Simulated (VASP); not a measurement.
# V under a change of volume

Wanted: the elastic response of V to a change of volume, with a fit that predicts a row left out.

Calculated with VASP 6.6.1; r2SCAN, no spin polarisation; plane waves and PAW (V_sv), in the first sound run; inputs show where later runs differ.

Report form: the programs' logs are mostly left out.

## (1) The structure

It takes space group Im-3m (No. 229, cubic). The conventional cell has a = 3.020 Å, b = 3.020 Å, c = 3.020 Å, α = 90.00°, β = 90.00°, γ = 90.00°. Nearest to V lie 8 V at 2.62 Å.

Structure file:

```xyz
1
Lattice="-1.5100 1.5100 1.5100 1.5100 -1.5100 1.5100 1.5100 1.5100 -1.5100" Properties=species:S:1:pos:R:3 pbc="T T T"
V     0.0000    0.0000    0.0000
```

## (2) Relax the crystal, r2SCAN

The series starts from the cell that this level prefers, so that zero strain is near zero stress.

This step took 2 runs in a row; the last is shown.

Level: r2SCAN, no spin polarisation; plane waves and PAW (V_sv).

File INCAR:

```
SYSTEM = V
PREC = Accurate
ENCUT = 450
EDIFF = 1E-07
NELM = 120
ISMEAR = 1
SIGMA = 0.15
LREAL = .FALSE.
ALGO = Normal
METAGGA = R2SCAN
LASPH = .TRUE.
NBANDS = 12
LORBIT = 11
LWAVE = .FALSE.
LCHARG = .FALSE.
KPAR = 8
IBRION = 2
NSW = 40
ISIF = 3
EDIFFG = -0.005
POTIM = 0.4
```

File POSCAR:

```
V
1.0
   -1.4918923969      1.4918923969      1.4918923969
    1.4918923969     -1.4918923969      1.4918923969
    1.4918923969      1.4918923969     -1.4918923969
V
1
Direct
    0.0000000000      0.0000000000      0.0000000000
```

File KPOINTS:

```
Automatic mesh
0
Gamma
27 27 27
0 0 0
```

The projector-augmented-wave data sets are V_sv (PBE family, release 64).

The run is started by

```console
$ mpirun -np 8 vasp_std
```

It took 33 s on 8 MPI ranks of Intel Xeon 6975P-C (Granite Rapids), shared host; peak memory 1.4 GiB; 4.2 min of CPU time.

This run gave:

```
energy(sigma→0) of the program : -14.1306 eV
stress, compression positive   : xx, yy, zz -0.01, -0.01, -0.01 GPa
volume                         : 13.271 Å³
ionic steps                    : 3
```

## (3) Relax at fixed volume, r2SCAN

One member in full: the volume is scaled by 1.04, and the cell is held.

Level: r2SCAN, no spin polarisation; plane waves and PAW (V_sv).

INCAR, as its differences from that of step 2:

```diff
@@ -15,7 +15,8 @@
 LCHARG = .FALSE.
-KPAR = 8
+KPAR = 2
 IBRION = 2
 NSW = 40
-ISIF = 3
-EDIFFG = -0.005
+ISIF = 2
+EDIFFG = -0.004
 POTIM = 0.4
+MAXMIX = 40
```

File POSCAR:

```
V
1.0
   -1.5110781858      1.5110781858      1.5110781858
    1.5110781858     -1.5110781858      1.5110781858
    1.5110781858      1.5110781858     -1.5110781858
V
1
Direct
    0.0000000000      0.0000000000      0.0000000000
```

KPOINTS is that of step 2.

The run is started by

```console
$ mpirun -np 2 vasp_std
```

Elapsed: 59 s, on 2 MPI ranks; peak memory 0.34 GiB; 1.9 min of CPU time.

This run gave:

* energy(sigma→0) of the program: -14.1203 eV
* stress, compression positive: xx, yy, zz -7.12, -7.12, -7.12 GPa
* ionic steps: 1

## (4) The table

The other members went through these steps as far as the tables show, with the same cutoff and, step by step, the same mesh; 9 runs are not shown. The session took 0.45 core hours (wall time by ranks) on a shared machine.

| volume over the relaxed volume | volume (Å³/atom) | pressure (GPa) | energy above the unstrained row, extrapolated to no smearing (meV/atom) |
| --- | --- | --- | --- |
| 0.940 | 12.474 | 13.578 | 35.288 |
| 0.960 | 12.740 | 8.604 | 15.875 |
| 0.980 | 13.005 | 4.087 | 4.339 |
| 0.990 | 13.138 | 1.986 | 1.307 |
| 1 | 13.271 | -0.017 | 0.000 |
| 1.010 | 13.403 | -1.922 | 0.289 |
| 1.020 | 13.536 | ? | ? |
| 1.040 | 13.801 | -7.119 | 10.203 |
| 1.060 | 14.067 | -10.194 | 23.631 |

## (5) Stress from the known rows

Fitting a cubic to the 8 known rows (u: logarithm of the volume ratio) gives pressure = − 328.7 u³ + 373.5 u² − 195.3 u − 0.01497 in GPa; the residuals are 0.0013 GPa r.m.s.

For the withheld row, u = 0.01980, the fit gives -3.739 GPa.

## (6) Prediction against calculation

The calculation gives -3.736 GPa, so the prediction is 0.003 GPa too low.

A cubic of the pressure in ln(V/V₀) through all rows has the slope −B at V₀: B = 195 GPa, and its curvature gives B′ = 3.8.

## (7) Summary of results

| Item | Value |
| --- | --- |
| error of the predicted pressure | -0.003 GPa |
| bulk modulus | 195 GPa |

The slope of the energy gives 0.60 GPa at the relaxed volume where the pressure column has -0.02 GPa, a mark of the finite basis or of the smearing. These are static values: temperature and zero-point motion are left out. In a metal the slopes also depend on mesh and smearing, which were held through the series.

[Lines on the potential files, build, host, timing and source positions are cut from VASP's logs without a mark.]

[Logs are printed without paths, hosts, clocks, repeated set-up lines and the standing remarks that a program may print on its own settings, such as how far it seeks lower states.]

[Hosts, paths, dates, database ids (printed as entryN), source tags and the programs' standing remarks are cut or masked in the printed files.]

[In band tables of VASP the shares of atoms and orbitals are scaled to a sum of 1 inside the atoms' spheres.]
